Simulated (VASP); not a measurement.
Data:

```
CELL_PARAMETERS angstrom
      0.00000     2.91894     2.91894
      2.91894     0.00000     2.91894
      2.91894     2.91894     0.00000
ATOMIC_POSITIONS crystal
  Zn 0.00000 0.00000 0.00000
  Se 0.25000 0.25000 0.25000
```

Level of theory: optB88-vdW, VASP's PBE PAW potentials (set 64) (plane waves; VASP 6.6.1). Settings: 520 eV cut-off, 8×8×8 Γ-centred mesh, Gaussian smearing of 0.050 eV, potentials Zn Se.

**Question.** Give the stress tensor in GPa (positive for a compressed cell).

**Answer.** 
```
-2.95   0.00   0.00
 0.00  -2.95   0.00
 0.00   0.00  -2.95
```
The pressure is its mean diagonal, -2.95 GPa.

The compound is ZnSe in the zinc blende structure. This cell is one point of a volume scan, at 1.06 of the reference volume.
